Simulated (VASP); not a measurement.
Input:

```xyz
4
Lattice="1.6297 -2.8228 0.0000 1.6297 2.8228 0.0000 0.0000 0.0000 5.2612" Properties=species:S:1:pos:R:3 pbc="T T T"
Zn     1.6297    -0.9409     2.6374
Zn     1.6297     0.9409     0.0068
O      1.6297    -0.9409     4.6336
O      1.6297     0.9409     2.0030
```

Calculation: optB86b-vdW, VASP's PBE PAW potentials (set 64) (plane waves; VASP). Numerical set-up: 520 eV cut-off, 7×7×4 Γ-centred mesh, Gaussian smearing of 0.050 eV, potentials Zn O.

Q: Predict the energy per atom (σ→0).

A: 
energy per atom (σ→0): -212.9 kJ/mol-atom

The absolute energy has meaning only against runs of the same code, potentials and settings.

The compound is ZnO in the wurtzite structure. It was relaxed first. The start is the result of an earlier pass.
